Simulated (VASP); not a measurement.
# MoOs (P-6m2) in VASP: a series of runs

One crystal, MoOs, is run at these levels: LDA; tasks: single point.

All numbers are computed with VASP 6.6.1; they aren't measurements. Logs are shortened: lines on timing, memory, paths and dates and some standing lists are left out, and cuts for length are marked.

### Step 1. The cell of the first run

It takes space group P-6m2 (No. 187, hexagonal). The conventional cell has a = 2.643 Å, b = 2.643 Å, c = 4.507 Å, α = 90.00°, β = 90.00°, γ = 120.00°. Mo (site symmetry -6m2) has 6 Mo at 2.64 Å and 6 Os at 2.72 Å as nearest neighbours. Around Os (site symmetry -6m2) lie 6 Os at 2.64 Å and 6 Mo at 2.72 Å.

The cell comes from a database or a generator and needn't be the stable form of this composition.

### Step 2. Single point, LDA (strain -0.050 along x and y, +0.000 along z, atoms carried along)

INCAR reads:

```
SYSTEM = MoOs
ALGO     = Fast           ! electronic algorithm
EDIFF    = 1E-6           ! SCF threshold, eV
ENCUT    = 520            ! plane-wave cutoff, eV
ISIF     = 2              ! what is computed and relaxed
ISMEAR   = 0              ! smearing method
LASPH    = .TRUE.         ! aspherical terms in the spheres
LCHARG   = .FALSE.        ! write CHGCAR
LREAL    = .FALSE.        ! projectors in reciprocal space
LWAVE    = .FALSE.        ! write WAVECAR
NBANDS   = 18             ! bands
NELM     = 100            ! most SCF steps
PREC     = Accurate       ! precision mode
SIGMA    = 0.15           ! smearing width, eV
```

KPOINTS reads:

```
k-points
0
G
  21 21 10
  0 0 0
```

POSCAR reads:

```
MoOs
1.0
    2.6426679012      0.0000000000      0.0000000000
   -1.3213339506      2.2886175362      0.0000000000
    0.0000000000      0.0000000000      4.5070550000
Mo Os
1 1
Direct
    0.6666666667      0.3333333333      0.5000000000
    0.3333333333      0.6666666667      0.0000000000
```

Potentials or basis: VASP PAW LDA potentials, release 64 (Mo_sv, Os).

Started as:

```sh
$ cat potpaw_LDA.64/Mo_sv/POTCAR potpaw_LDA.64/Os/POTCAR > POTCAR
$ mpirun -np 1 vasp_std > vasp.out
```

OUTCAR:

```text
SYSTEM = MoOs
   EDIFF = 1E-6
   ENCUT = 520
   ISIF = 2
   ISMEAR = 0
   LASPH = .TRUE.
   LREAL = .FALSE.
   NELM = 100
   PREC = Accurate

 ion  position               nearest neighbor table
   1  0.667  0.333  0.500-   2 2.72   2 2.72   2 2.72   2 2.72   2 2.72   2 2.72
   2  0.333  0.667  0.000-   1 2.72   1 2.72   1 2.72   1 2.72   1 2.72   1 2.72

  LATTYP: Found a hexagonal cell.
 ALAT       =     2.6426679012
 C/A-ratio  =     1.7054942840

  Lattice vectors:

 A1 = (   2.6426679012,   0.0000000000,   0.0000000000)
 A2 = (  -1.3213339506,   2.2886175362,   0.0000000000)
 A3 = (   0.0000000000,   0.0000000000,   4.5070550000)

Analysis of symmetry for initial positions (statically):
=====================================================================
 Subroutine PRICEL returns:
 Original cell was already a primitive cell.

 Routine SETGRP: Setting up the symmetry group for a
 hexagonal supercell.

 Subroutine GETGRP returns: Found 12 space group operations
 (whereof 12 operations were pure point group operations)
 out of a pool of 24 trial point group operations.

The static configuration has the point symmetry D_3h.

Analysis of symmetry for dynamics (positions and initial velocities):
=====================================================================
 Subroutine PRICEL returns:
 Original cell was already a primitive cell.

 Routine SETGRP: Setting up the symmetry group for a
 hexagonal supercell.

 Subroutine GETGRP returns: Found 12 space group operations
 (whereof 12 operations were pure point group operations)
 out of a pool of 24 trial point group operations.

The dynamic configuration has the point symmetry D_3h.

 Subroutine INISYM returns: Found 12 space group operations
 (whereof 12 operations are pure point group operations),
 and found     1 'primitive' translations

----------------------------------------------------------------------------------------

                                     Primitive cell

  volume of cell :      27.2589

  direct lattice vectors                    reciprocal lattice vectors
     2.642667901  0.000000000  0.000000000     0.378405474  0.218472502  0.000000000
    -1.321333951  2.288617536  0.000000000     0.000000000  0.436945005  0.000000000
     0.000000000  0.000000000  4.507055000     0.000000000  0.000000000  0.221874373

  length of vectors
     2.642667901  2.642667901  4.507055000     0.436945005  0.436945005  0.221874373

  position of ions in fractional coordinates (direct lattice)
     0.666666667  0.333333333  0.500000000
     0.333333333  0.666666667  0.000000000

  ion indices of the primitive-cell ions
   primitive index   ion index
                 1           1
                 2           2

----------------------------------------------------------------------------------------

 KPOINTS: k-points

Automatic generation of k-mesh.
 Grid dimensions read from file:
 generate k-points for:   21   21   10

 Generating k-lattice:

  Cartesian coordinates                     Fractional coordinates (reciprocal lattice)
     0.018019308  0.010403452  0.000000000     0.047619048 -0.000000000  0.000000000
     0.000000000  0.020806905  0.000000000     0.000000000  0.047619048  0.000000000
     0.000000000  0.000000000  0.022187437     0.000000000  0.000000000  0.100000000

  Length of vectors
     0.020806905  0.020806905  0.022187437

  Shift w.r.t. Gamma in fractional coordinates (k-lattice)
     0.000000000  0.000000000  0.000000000

 Subroutine IBZKPT returns following result:
 ===========================================

 Found    288 irreducible k-points:

 Following reciprocal coordinates:
            Coordinates               Weight
  0.000000  0.000000  0.000000      1.000000
  0.047619  0.000000  0.000000      6.000000
  0.095238 -0.000000  0.000000      6.000000
  0.142857  0.000000  0.000000      6.000000
  0.190476 -0.000000  0.000000      6.000000
  0.238095 -0.000000  0.000000      6.000000
[... 16 lines left out ...]
  0.142857  0.095238  0.000000     12.000000
  0.190476  0.095238  0.000000     12.000000
 [... further k-points ...]
   k-points           NKPTS =    288   k-points in BZ     NKDIM =    288   number of bands    NBANDS=     18
   number of dos      NEDOS =    301   number of ions     NIONS =      2
   total plane-waves  NPLWV =  14400
   dimension x,y,z NGX =    20 NGY =   20 NGZ =   36
   dimension x,y,z NGXF=    40 NGYF=   40 NGZF=   72
   ions per type =               1   1
   NGX,Y,Z   is equivalent  to a cutoff of  12.58, 12.58, 13.28 a.u.
   NGXF,Y,Z  is equivalent  to a cutoff of  25.16, 25.16, 26.56 a.u.
 SYSTEM =  MoOs
   PREC   = accura    normal or accurate (medium, high low for compatibility)
   ISTART =      0    job   : 0-new  1-cont  2-samecut
   ICHARG =      2    charge: 1-file 2-atom 10-const
   ISPIN  =      1    spin polarized calculation?
   LNONCOLLINEAR =      F non collinear calculations
   LSORBIT =      F    spin-orbit coupling
   LASPH  =      T    aspherical Exc in radial PAW
   ENCUT  =  520.0 eV  38.22 Ry    6.18 a.u.   4.91  4.91  8.38*2*pi/ulx,y,z
   NELM   =    100;   NELMIN=  2; NELMDL= -5     # of ELM steps
   EDIFF  = 0.1E-05   stopping-criterion for ELM
   LREAL  =      F    real-space projection
   EDIFFG = 0.1E-04   stopping-criterion for IOM
   NSW    =      0    number of steps for IOM
   IBRION =     -1    ionic relax: 0-MD 1-quasi-New 2-CG
   NFREE  =      0    steps in history (QN), initial steepest desc. (CG)
   ISIF   =      2    stress and relaxation
   ISYM   =      2    0-nonsym 1-usesym 2-fastsym
   POTIM  = 0.5000    time-step for ionic-motion
   TEBEG  =    0.0;   TEEND  =   0.0 temperature during run
   PSTRESS=    0.0 pullay stress
   NELECT =      22.0000    total number of electrons
   NUPDOWN=      -1.0000    fix difference up-down
   EMIN   =  10.00;   EMAX   =-10.00  energy-range for DOS
   EFERMI =   0.00;   METHOD = LEGACY
   ISMEAR =     0;   SIGMA  =   0.15  broadening in eV -4-tet -1-fermi 0-gaus
   EFERMI_NEDOS =   21; number of points for ismear=-14 and -15
   IALGO  =     68    algorithm
   IMIX   =      4    mixing-type and parameters
     AMIX     =   0.40;   BMIX     =  1.00
     AMIX_MAG =   1.60;   BMIX_MAG =  1.00
  volume/ion in A,a.u.               =      13.63        91.98
  Fermi-wavevector in a.u.,A,eV,Ry     =   1.524215  2.880348 31.609473  2.323231
  Thomas-Fermi vector in A             =   2.632552
   LORBIT       =      0    0 simple, 1 ext, 2 COOP (PROOUT), +10 PAW based schemes
   GGA     = CA    functional components
   LHFCALC =     F    Hartree Fock is set to
   AEXX    =    0.0000 exact exchange contribution
   IVDW    =     0    specifies the selected vdW correction
   LEPSILON=     F    determine dielectric tensor
   LRPA    =     F    only Hartree local field effects (RPA)
 non-spin polarized calculation
 RMM-DIIS sequential band-by-band and
 Gauss-broadening in eV      SIGMA  =   0.15
  energy-cutoff  :      520.00
  volume of cell :       27.26
 maximum number of plane-waves:       762
 NGX is ok and might be reduce to    20
   NGX =  9   NGY =  9   NGZ = 17

 number of electron      22.0000003 magnetization

 Free energy of the ion-electron system (eV)
  ---------------------------------------------------
  ext. energy  EPLUGINS =         0.00000000
  ---------------------------------------------------
  free energy    TOTEN  =       -24.47384105 eV

  energy without entropy =      -24.45906464  energy(sigma->0) =      -24.46645284

 E-fermi :  11.8764     XC(G=0): -14.3440

 val. band max:       11.8750893225   @ k =   0.1905  -0.0000   0.1000
 cond. band min:      11.8843078871   @ k =   0.1429   0.0952   0.0000
 fundamental gap:      0.0092185647
 Fermi energy:        11.8763859586

 k-point     1 :       0.0000    0.0000    0.0000
  band No.  band energies     occupation
      1     -48.5473      2.00000
      2     -22.9250      2.00000
      3     -21.7968      2.00000
      4     -21.7968      2.00000
      5       2.4059      2.00000
      6       5.6328      2.00000
[... 10 lines left out ...]
     17      22.6937      0.00000
     18      26.0512      0.00000

 k-point     2 :       0.0476    0.0000    0.0000
  band No.  band energies     occupation
      1     -48.5400      2.00000
      2     -22.9189      2.00000
      3     -21.8418      2.00000
      4     -21.8067      2.00000
      5       2.5110      2.00000
      6       5.7236      2.00000
[... 10 lines left out ...]
     17      22.6896      0.00000
     18      26.2811      0.00000

 k-point     3 :       0.0952   -0.0000    0.0000
  band No.  band energies     occupation
      1     -48.5187      2.00000
      2     -22.9012      2.00000
      3     -21.9715      2.00000
      4     -21.8354      2.00000
      5       2.8177      2.00000
      6       5.9785      2.00000
[... 10 lines left out ...]
     17      22.6561      0.00000
     18      26.9414      0.00000

 k-point     4 :       0.1429    0.0000    0.0000
  band No.  band energies     occupation
      1     -48.4851      2.00000
      2     -22.8733      2.00000
      3     -22.1718      2.00000
      4     -21.8800      2.00000
      5       3.2982      2.00000
      6       6.3363      2.00000
[... 375 lines left out ...]
      4     -21.9178      2.00000
      5       3.5798      2.00000
      6       6.5551      2.00000
[... 10 lines left out ...]
     17      22.4931      0.00000
     18      28.3961      0.00000

 k-point    23 :       0.1429    0.0952    0.0000
  band No.  band energies     occupation
      1     -48.4247      2.00000
      2     -22.8232      2.00000
      3     -22.4948      2.00000
      4     -21.9856      2.00000
      5       4.1761      2.00000
      6       6.9113      2.00000
[... 10 lines left out ...]
     17      22.3320      0.00000
     18      29.1569      0.00000

 k-point    24 :       0.1905    0.0952    0.0000
  band No.  band energies     occupation
      1     -48.3779      2.00000
      2     -22.7844      2.00000
      3     -22.7407      2.00000
      4     -22.0618      2.00000
      5       4.8209      2.00000
      6       7.0433      2.00000
[... 10 lines left out ...]
     17      22.1552      0.00000
     18      28.4148      0.00000

 [... further k-points ...]

------------------------ aborting loop because EDIFF is reached ----------------------------------------

  FORCE on cell =-STRESS in cart. coord.  units (eV):
  Direction    XX          YY          ZZ          XY          YZ          ZX
  --------------------------------------------------------------------------------------
  -------------------------------------------------------------------------------------
  Total        5.5630084      5.5630084      0.4833616     -0.0000000      0.0000000      0.0000000
  in kB      326.9728037    326.9728037     28.4101862     -0.0000000      0.0000000      0.0000000
  external PRESSURE =     227.4519312 kB  Pullay stress =       0.0000000 kB

 VOLUME and BASIS-vectors are now :
 -----------------------------------------------------------------------------
  energy-cutoff  :      520.00
  volume of cell :       27.26
      direct lattice vectors                 reciprocal lattice vectors
     2.642667901  0.000000000  0.000000000     0.378405474  0.218472502  0.000000000
    -1.321333951  2.288617536  0.000000000     0.000000000  0.436945005  0.000000000
     0.000000000  0.000000000  4.507055000     0.000000000  0.000000000  0.221874373

 POSITION                                       TOTAL-FORCE (eV/Angst)
 -----------------------------------------------------------------------------------
      1.32133      0.76287      2.25353        -0.000000      0.000000      0.000000
     -0.00000      1.52575      0.00000         0.000000     -0.000000      0.000000
 -----------------------------------------------------------------------------------
    total drift:                               -0.000000      0.000000      0.000000

  FREE ENERGIE OF THE ION-ELECTRON SYSTEM (eV)
  ---------------------------------------------------
  free  energy   TOTEN  =       -24.4738410471 eV

  energy  without entropy=      -24.4590646353  energy(sigma->0) =      -24.46645284
```

Run time: 52 s. Hardware: 1 thread of Intel Xeon 6975P-C (Granite Rapids), shared host; peak memory 0.25 GiB.

Results:

```yaml
Free_energy: -24.4738 eV
Pressure: 22.7 GPa
Band_gap_on_the_k_mesh: none (metal or under the smearing width)
```

Levels at points of the mesh, in eV from the Fermi level:
```csv
k point,band 8,band 9,band 10,band 11,band 12,band 13,band 14,band 15
"(0.00, 0.00, 0.00)",-2.38,-2.38,-0.52,-0.52,0.22,0.22,0.76,3.48
"(0.00, 0.00, 0.50)",-2.54,-2.54,-2.37,-1.25,-1.25,1.81,1.81,3.11
```

Caveat: so large a pressure means that the cell lies far from this level's equilibrium, or that cutoff or potentials fall short.

[end of part 1 of 2]
